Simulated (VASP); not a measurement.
Write the native input for VASP 6.6.1 that does the following.

```yaml
Task: relaxation of cell and atoms
Functional: PBE
Dispersion: D3(BJ)
Potentials_or_basis: VASP PAW PBE potentials, release 64 (Pt, Se)
Cutoff: 600 eV
k_mesh: 9 × 9 × 5
Occupations: gaussian, width 0.03 eV
Spin: no spin polarisation
Further_INCAR_settings: ALGO = Normal; EDIFF = 1e-07; IBRION = 2; EDIFFG = -0.005; NSW = 90; ISIF = 3
```

The structure of PtSe2 (Sudovikovite) lies in POSCAR:

```
PtSe2                                   
1.0
    3.7698145520     -0.0000000000      0.0000000000
   -1.8849072760      3.2647551696      0.0000000000
   -0.0000000000      0.0000000000      4.8122564333
  Pt              Se            
     1     2
Direct
     0.0000000000000000    0.0000000000000000    0.0000000000000000
     0.3333333332999970    0.6666666667000030    0.2666359101060591
     0.6666666667000030    0.3333333332999970    0.7333640898939411
```

These files were run (other wordings do the same):

INCAR

```
  PREC = Accurate
  ENCUT = 600
  EDIFF = 1E-7
  ISMEAR = 0
  SIGMA = 0.03
  LREAL = False
  LASPH = True
  NELM = 80
  ALGO = Normal
  ISIF = 3
  LWAVE = False
  LCHARG = False
  GGA = PE
  IVDW = 12
  IBRION = 2
  NSW = 90
  EDIFFG = -0.005
  KPAR = 2
```

KPOINTS

```
Automatic mesh
0
Gamma
  9 9 5
```

Potentials or basis: VASP PAW PBE potentials, release 64 (Pt, Se).

Run with:

```bash
$ cat potpaw_PBE.64/Pt/POTCAR potpaw_PBE.64/Se/POTCAR > POTCAR
$ mpirun -np 2 vasp_std > vasp.out
```

It gave:

The relaxed volume is 19.76 Å³/atom and the relaxed cell is a = 3.768 Å, b = 3.768 Å, c = 4.820 Å, α = 90.00°, β = 90.00°, γ = 120.00°. The space group after relaxing (to 0.05 Å) is P-3m1 (No. 164), the energy gained by relaxing is 0.0 meV/atom and the ionic steps are 5. The pressure after relaxing is 0.0 GPa and the largest force after relaxing is 0.004 eV/Å. The band gap on the k mesh is none (metal or under the smearing width) and the dispersion energy per atom is -0.491 eV.

Caveat: pairwise dispersion overbinds metals, which lowers pressure and volume.

It took 61 s on 2 MPI ranks on AMD EPYC 7R13 Processor (Zen 3) (shared host), peak memory 0.21 GiB a rank.
